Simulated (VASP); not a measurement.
All values below come from PBE GGA, VASP's PBE PAW potentials (set 64) (plane waves; VASP).

VASP ran on this input.

File POSCAR:
```
B32N31S
1.0
  7.2488848260   0.0000000000   0.0000000000
  0.0000000000   7.2488848260   0.0000000000
  0.0000000000   0.0000000000   7.2488848260
B N S
32 31 1
Direct
  0.5000000000   0.0000000000   0.0000000000
  0.7460330000   0.2559820000   0.0030820000
  0.7465710000   0.9974420000   0.2456820000
  0.0000000000   0.0000000000   0.0000000000
  0.2500000000   0.2500000000   0.0000000000
  0.4986480000   0.4979940000   0.0043450000
  0.7500000000   0.7500000000   0.0000000000
  0.2500000000   0.0000000000   0.2500000000
  0.4932010000   0.2554560000   0.2479830000
  0.7492730000   0.5056490000   0.2519680000
  0.4961970000   0.9951840000   0.4993580000
  0.7503720000   0.2464720000   0.4934780000
  0.7500000000   0.0000000000   0.7500000000
  0.0000000000   0.5000000000   0.0000000000
  0.2500000000   0.7500000000   0.0000000000
  0.0000000000   0.2500000000   0.2500000000
  0.2434570000   0.5064320000   0.2561950000
  0.5042130000   0.7484360000   0.2529230000
  0.0000000000   0.0000000000   0.5000000000
  0.2495450000   0.2448800000   0.5005840000
  0.4942620000   0.5012110000   0.5031400000
  0.7523070000   0.7452940000   0.5036520000
  0.2500000000   0.0000000000   0.7500000000
  0.5018830000   0.2464450000   0.7538400000
  0.7564690000   0.5037640000   0.7477420000
  0.0000000000   0.7500000000   0.2500000000
  0.0000000000   0.5000000000   0.5000000000
  0.2500000000   0.7500000000   0.5000000000
  0.0000000000   0.2500000000   0.7500000000
  0.2500000000   0.5000000000   0.7500000000
  0.5000000000   0.7500000000   0.7500000000
  0.0000000000   0.7500000000   0.7500000000
  0.6226710000   0.1189140000   0.1234270000
  0.8687330000   0.3794440000   0.1262710000
  0.8729300000   0.1216420000   0.3682380000
  0.1250000000   0.1250000000   0.1250000000
  0.3778830000   0.3812710000   0.1264100000
  0.6222010000   0.6256170000   0.1314050000
  0.8750000000   0.8750000000   0.1250000000
  0.3723030000   0.1200050000   0.3815710000
  0.8714010000   0.6274390000   0.3740210000
  0.6294520000   0.1269080000   0.6318760000
  0.8776370000   0.3721840000   0.6287340000
  0.8750000000   0.1250000000   0.8750000000
  0.1250000000   0.6250000000   0.1250000000
  0.3750000000   0.8750000000   0.1250000000
  0.1250000000   0.3750000000   0.3750000000
  0.3802110000   0.6277880000   0.3705000000
  0.6250000000   0.8750000000   0.3750000000
  0.1250000000   0.1250000000   0.6250000000
  0.3705920000   0.3737590000   0.6271120000
  0.6187480000   0.6244160000   0.6196630000
  0.8750000000   0.8750000000   0.6250000000
  0.3750000000   0.1250000000   0.8750000000
  0.6250000000   0.3750000000   0.8750000000
  0.8750000000   0.6250000000   0.8750000000
  0.1250000000   0.8750000000   0.3750000000
  0.1250000000   0.6250000000   0.6250000000
  0.3750000000   0.8750000000   0.6250000000
  0.1250000000   0.3750000000   0.8750000000
  0.3750000000   0.6250000000   0.8750000000
  0.6250000000   0.8750000000   0.8750000000
  0.1250000000   0.8750000000   0.8750000000
  0.6309060000   0.3736240000   0.3745640000
```

File KPOINTS:
```
Automatic mesh
0
Gamma
1 1 1
0 0 0
```

### INCAR
```
SYSTEM = B32N31S
PREC = Normal
ENCUT = 400
EDIFF = 1E-5
NELM = 100
ALGO = Fast
LREAL = Auto
LASPH = .TRUE.
ISMEAR = 0
SIGMA = 0.05
GGA = PE
LWAVE = .TRUE.
LCHARG = .FALSE.
NELMIN = 4
ISYM = 0
NELECT = 256.0
IBRION = 2
ISIF = 2
NSW = 60
EDIFFG = -0.03
```

POTCAR, in this order: B N S (PBE.64 set). Program: vasp_gam.

What VASP printed:

OSZICAR:
```
...
RMM:   2    -0.554785345274E+03   -0.14991E-03   -0.27264E-03   322   0.134E-01    0.593E-02
RMM:   3    -0.554785355469E+03   -0.10195E-04   -0.33085E-04   322   0.463E-02    0.385E-02
RMM:   4    -0.554785356411E+03   -0.94124E-06   -0.50052E-05   253   0.167E-02
   4 F= -.55478536E+03 E0= -.55478536E+03  d E =-.434870E+01
       N       E                     dE             d eps       ncg     rms          rms(c)
DAV:   1    -0.554599232357E+03    0.18612E+00   -0.28871E+02   332   0.475E+01    0.609E+00
RMM:   2    -0.554986012117E+03   -0.38678E+00   -0.63150E+00   322   0.680E+00    0.243E+00
RMM:   3    -0.554970772232E+03    0.15240E-01   -0.69577E-01   322   0.232E+00    0.188E+00
RMM:   4    -0.554957820301E+03    0.12952E-01   -0.15234E-01   324   0.948E-01    0.704E-01
RMM:   5    -0.554959340726E+03   -0.15204E-02   -0.19278E-02   323   0.364E-01    0.317E-01
RMM:   6    -0.554959505320E+03   -0.16459E-03   -0.46327E-03   326   0.158E-01    0.625E-02
RMM:   7    -0.554959547028E+03   -0.41708E-04   -0.84349E-04   333   0.652E-02    0.404E-02
RMM:   8    -0.554959555912E+03   -0.88832E-05   -0.25916E-04   322   0.346E-02    0.158E-02
RMM:   9    -0.554959551451E+03    0.44610E-05   -0.55692E-05   259   0.167E-02
   5 F= -.55495955E+03 E0= -.55495955E+03  d E =-.174195E+00
       N       E                     dE             d eps       ncg     rms          rms(c)
DAV:   1    -0.555349453752E+03   -0.38990E+00   -0.62748E+01   322   0.220E+01    0.383E+00
RMM:   2    -0.555415599940E+03   -0.66146E-01   -0.12295E+00   322   0.301E+00    0.977E-01
RMM:   3    -0.555411822498E+03    0.37774E-02   -0.14109E-01   322   0.103E+00    0.630E-01
RMM:   4    -0.555409994046E+03    0.18285E-02   -0.29031E-02   323   0.408E-01    0.249E-01
RMM:   5    -0.555410269091E+03   -0.27504E-03   -0.36631E-03   324   0.157E-01    0.138E-01
RMM:   6    -0.555410292224E+03   -0.23133E-04   -0.86121E-04   324   0.683E-02    0.265E-02
RMM:   7    -0.555410297349E+03   -0.51250E-05   -0.16507E-04   316   0.293E-02    0.174E-02
RMM:   8    -0.555410299432E+03   -0.20836E-05   -0.48845E-05   243   0.151E-02
   6 F= -.55541030E+03 E0= -.55541030E+03  d E =-.624943E+00
       N       E                     dE             d eps       ncg     rms          rms(c)
DAV:   1    -0.555451440913E+03   -0.41144E-01   -0.20277E+01   340   0.129E+01    0.128E+00
RMM:   2    -0.555482954193E+03   -0.31513E-01   -0.43914E-01   322   0.185E+00    0.542E-01
RMM:   3    -0.555484010122E+03   -0.10559E-02   -0.48951E-02   323   0.614E-01    0.386E-01
RMM:   4    -0.555483070452E+03    0.93967E-03   -0.10736E-02   322   0.252E-01    0.129E-01
RMM:   5    -0.555483230848E+03   -0.16040E-03   -0.18552E-03   330   0.101E-01    0.716E-02
RMM:   6    -0.555483249727E+03   -0.18879E-04   -0.72827E-04   322   0.565E-02    0.278E-02
RMM:   7    -0.555483230463E+03    0.19264E-04   -0.11635E-04   319   0.259E-02    0.132E-02
RMM:   8    -0.555483238231E+03   -0.77679E-05   -0.83084E-05   287   0.181E-02
   7 F= -.55548324E+03 E0= -.55548324E+03  d E =-.729388E-01
       N       E                     dE             d eps       ncg     rms          rms(c)
DAV:   1    -0.555497985623E+03   -0.14755E-01   -0.19038E+00   356   0.396E+00    0.391E-01
RMM:   2    -0.555500933250E+03   -0.29476E-02   -0.41291E-02   322   0.567E-01    0.167E-01
RMM:   3    -0.555501037783E+03   -0.10453E-03   -0.46553E-03   324   0.189E-01    0.117E-01
RMM:   4    -0.555500947744E+03    0.90039E-04   -0.10203E-03   322   0.776E-02    0.370E-02
RMM:   5    -0.555500961992E+03   -0.14248E-04   -0.16967E-04   323   0.311E-02    0.207E-02
RMM:   6    -0.555500963294E+03   -0.13022E-05   -0.75504E-05   294   0.179E-02
   8 F= -.55550096E+03 E0= -.55550096E+03  d E =-.906639E-01
       N       E                     dE             d eps       ncg     rms          rms(c)
DAV:   1    -0.555515109150E+03   -0.14147E-01   -0.48085E+00   340   0.623E+00    0.545E-01
RMM:   2    -0.555520452230E+03   -0.53431E-02   -0.85410E-02   322   0.813E-01    0.244E-01
RMM:   3    -0.555520469971E+03   -0.17740E-04   -0.11139E-02   324   0.281E-01    0.150E-01
RMM:   4    -0.555520370831E+03    0.99139E-04   -0.20901E-03   323   0.108E-01    0.542E-02
RMM:   5    -0.555520397299E+03   -0.26468E-04   -0.38940E-04   330   0.458E-02    0.203E-02
RMM:   6    -0.555520400459E+03   -0.31593E-05   -0.10080E-04   294   0.204E-02    0.681E-03
RMM:   7    -0.555520400674E+03   -0.21506E-06   -0.12839E-05   202   0.784E-03
   9 F= -.55552040E+03 E0= -.55552040E+03  d E =-.194374E-01
       N       E                     dE             d eps       ncg     rms          rms(c)
DAV:   1    -0.555520949838E+03   -0.54938E-03   -0.11787E-01   372   0.977E-01    0.844E-02
RMM:   2    -0.555521082633E+03   -0.13280E-03   -0.20825E-03   322   0.127E-01    0.386E-02
RMM:   3    -0.555521082560E+03    0.72851E-07   -0.27010E-04   324   0.436E-02    0.237E-02
RMM:   4    -0.555521080722E+03    0.18385E-05   -0.52621E-05   257   0.169E-02
  10 F= -.55552108E+03 E0= -.55552108E+03  d E =-.201174E-01
       N       E                     dE             d eps       ncg     rms          rms(c)
DAV:   1    -0.555524996116E+03   -0.39136E-02   -0.85735E-01   340   0.265E+00    0.270E-01
RMM:   2    -0.555525904327E+03   -0.90821E-03   -0.14542E-02   322   0.336E-01    0.104E-01
RMM:   3    -0.555525932199E+03   -0.27872E-04   -0.21342E-03   325   0.119E-01    0.614E-02
RMM:   4    -0.555525926980E+03    0.52193E-05   -0.40334E-04   323   0.465E-02    0.240E-02
RMM:   5    -0.555525933322E+03   -0.63420E-05   -0.75567E-05   262   0.188E-02
  11 F= -.55552593E+03 E0= -.55552593E+03  d E =-.485260E-02
       N       E                     dE             d eps       ncg     rms          rms(c)
DAV:   1    -0.555525934427E+03   -0.74474E-05   -0.33176E-04   372   0.527E-02    0.562E-03
RMM:   2    -0.555525934706E+03   -0.27843E-06   -0.52908E-06   191   0.641E-03    0.294E-03
RMM:   3    -0.555525934656E+03    0.49873E-07   -0.39317E-07   118   0.210E-03    0.193E-03
RMM:   4    -0.555525934647E+03    0.88839E-08   -0.38908E-07   119   0.167E-03
  12 F= -.55552593E+03 E0= -.55552593E+03  d E =-.485393E-02
       N       E                     dE             d eps       ncg     rms          rms(c)
DAV:   1    -0.555527003439E+03   -0.10688E-02   -0.32149E-01   340   0.163E+00    0.143E-01
RMM:   2    -0.555527301235E+03   -0.29780E-03   -0.51128E-03   322   0.201E-01    0.613E-02
RMM:   3    -0.555527311296E+03   -0.10061E-04   -0.83036E-04   325   0.730E-02    0.383E-02
RMM:   4    -0.555527313456E+03   -0.21598E-05   -0.15640E-04   321   0.283E-02    0.156E-02
RMM:   5    -0.555527315811E+03   -0.23550E-05   -0.28277E-05   222   0.118E-02
  13 F= -.55552732E+03 E0= -.55552732E+03  d E =-.138116E-02
       N       E                     dE             d eps       ncg     rms          rms(c)
DAV:   1    -0.555527351228E+03   -0.37773E-04   -0.76425E-03   372   0.251E-01    0.214E-02
RMM:   2    -0.555527357150E+03   -0.59214E-05   -0.11408E-04   322   0.300E-02    0.937E-03
RMM:   3    -0.555527356990E+03    0.15970E-06   -0.17922E-05   190   0.109E-02    0.605E-03
RMM:   4    -0.555527356917E+03    0.73043E-07   -0.30370E-06   186   0.389E-03
  14 F= -.55552736E+03 E0= -.55552736E+03  d E =-.142227E-02
       N       E                     dE             d eps       ncg     rms          rms(c)
DAV:   1    -0.555527695226E+03   -0.33824E-03   -0.82060E-02   340   0.821E-01    0.716E-02
RMM:   2    -0.555527783710E+03   -0.88484E-04   -0.13691E-03   322   0.102E-01    0.312E-02
RMM:   3    -0.555527790353E+03   -0.66425E-05   -0.20905E-04   325   0.362E-02    0.201E-02
RMM:   4    -0.555527789806E+03    0.54669E-06   -0.36589E-05   229   0.139E-02
  15 F= -.55552779E+03 E0= -.55552779E+03  d E =-.432889E-03
```

**OUTCAR**
```
------------------------ aborting loop because EDIFF is reached ----------------------------------------
  FORCE on cell =-STRESS in cart. coord.  units (eV):
  Direction    XX          YY          ZZ          XY          YZ          ZX
  --------------------------------------------------------------------------------------
  Total       -1.5708956     -1.5778590     -1.5682220      0.0009339     -0.0001483     -0.0113157
  in kB       -6.6076084     -6.6368984     -6.5963627      0.0039283     -0.0006240     -0.0475969
  external PRESSURE =      -6.6136232 kB  Pullay stress =       0.0000000 kB
  volume of cell :      380.90
      direct lattice vectors                 reciprocal lattice vectors
     7.248884826  0.000000000  0.000000000     0.137952254  0.000000000  0.000000000
     0.000000000  7.248884826  0.000000000     0.000000000  0.137952254  0.000000000
     0.000000000  0.000000000  7.248884826     0.000000000  0.000000000  0.137952254
  FREE ENERGIE OF THE ION-ELECTRON SYSTEM (eV)
  ---------------------------------------------------
  free  energy   TOTEN  =      -555.5277898061 eV

  energy  without entropy=     -555.5277898061  energy(sigma->0) =     -555.52778981

 reached required accuracy - stopping structural energy minimisation
```
(Selected blocks of OUTCAR.)

**CONTCAR**
```
B32N31S
   1.00000000000000
     7.2488848260000003    0.0000000000000000    0.0000000000000000
     0.0000000000000000    7.2488848260000003    0.0000000000000000
     0.0000000000000000    0.0000000000000000    7.2488848260000003
  B               N               S
    32    31     1
Direct
     0.4991011673669137    0.9974383781274367    0.9977802468139586
     0.7499619091733360    0.2496057016525161    0.9983971874325793
     0.7499879694476814    0.9980485813061182    0.2499623137626691
     0.9997747439578192    0.9998306777891482    0.0001518696125783
     0.2469839847447546    0.2494972335049717    0.9977256018584624
     0.4991864451896515    0.5004003328193415    0.9984330150854176
     0.7500562513572626    0.7525868437799240    0.9977615676701282
     0.2469955523871968    0.9974123104652152    0.2499113657607959
     0.4824078944916100    0.2328548242479950    0.2331902380517431
     0.7667264711243319    0.5171545919353355    0.2331768238311077
     0.4992004382281361    0.9980484895278158    0.5007481490671620
     0.7667603177806576    0.2328064557230422    0.5174924647801601
     0.7500795230540105    0.9973753236014614    0.7529254955430625
     0.0021391588466329    0.5004546001675035    0.9977609752444653
     0.2493594423462099    0.7502138514642560    0.0001700287939560
     0.0015161719899364    0.2496247225063004    0.2499562857116681
     0.2476367321736541    0.5003812315657845    0.2499464687705251
     0.4992107276433412    0.7519297361141001    0.2499439814711346
     0.0022081909818896    0.9973574205451671    0.5008303778650460
     0.2476339185952645    0.2496017982851896    0.5007969696212394
     0.4824312839740724    0.5170731661163260    0.5175157066700140
     0.7499730203752335    0.7519039436367788    0.5007257758880506
     0.2493719225617057    0.9997431514778552    0.7505241595741859
     0.4991863613216227    0.2495572418796440    0.7522992117119105
     0.7499675255386961    0.5003748452217025    0.7522740049104328
     0.0021633681435150    0.7525631196770860    0.2498876015480558
     0.0015403748307911    0.5003852733026671    0.5007572064901522
     0.2470324639271059    0.7525097502370377    0.5008023639550727
     0.0021584405354076    0.2494890782796139    0.7529277732377541
     0.2469874797696566    0.5004430886427023    0.7530019890732607
     0.4991345519192150    0.7525549983126052    0.7529682806035615
     0.9997872667790968    0.7501514464116869    0.7505699964148363
     0.6236430539375629    0.1209961172016044    0.1213490643394586
     0.8785575216295201    0.3759088516422995    0.1213723687772803
     0.8785941922058972    0.1209715327494317    0.3762897143971904
     0.1240974251204055    0.1245308561818748    0.1248671841755320
     0.3705829679553742    0.3740622987468222    0.1213740379207411
     0.6254863184821372    0.6289762031147939    0.1213776357672834
     0.8750588374579896    0.8754902103663206    0.1248539309790170
     0.3705676759357689    0.1209951282145134    0.3744683920295863
     0.8785750776739993    0.6289700019082398    0.3744347416132486
     0.6255102317269466    0.1209670774581272    0.6293354410082548
     0.8785793444336374    0.3740377978544706    0.6293608114909683
     0.8750492987889444    0.1245007887250273    0.8758174267378503
     0.1250238597866354    0.6254750430817299    0.1248546542915718
     0.3740724853403767    0.8745457003408380    0.1248724772827996
     0.1245604935490376    0.3749924796152876    0.3753616398123056
     0.3706338969679981    0.6289113956576041    0.3762370749281578
     0.6245889303974906    0.8749848789486582    0.3753365841850052
     0.1250680716566024    0.1244546336224487    0.6258542644410974
     0.3705827856277299    0.3758807785698061    0.6294192070383239
     0.6236295082673041    0.6289492484899221    0.6293711618178397
     0.8750705598149472    0.8744702834121035    0.6258300372178188
     0.3740903763603746    0.1244642071106957    0.8748727898011830
     0.6245750525669126    0.3749748965377718    0.8753442168377605
     0.8750437555661257    0.6254596296672064    0.8748740824331311
     0.1245997513151496    0.8749589068974257    0.3753583796197870
     0.1241287474962606    0.6254390862077893    0.6258763241156835
     0.3741084806640099    0.8754236926536892    0.6258410174591529
     0.1245702467638777    0.3749880959791720    0.8753511523867197
     0.3740740948369500    0.6254969023903481    0.8758676100016843
     0.6245883537375927    0.8749975155240964    0.8753479621273359
     0.1245771804217927    0.8750167838683569    0.8753502907797714
     0.6245493529582375    0.3749887689371812    0.3753268273613220
```

At this cut-off the stress carries a Pulay error, which pulls relaxed volumes low. The cell is charged, with a uniform compensating background. The supercell is sampled at Γ alone, which is coarse: total energies, pressure and levels can be off, energies of defects by several tenths of an eV.

The cell is a supercell with a defect, built from BN (zinc blende): S_N, charge +1. The run is not spin-polarised, so no state with unpaired spins was tried.
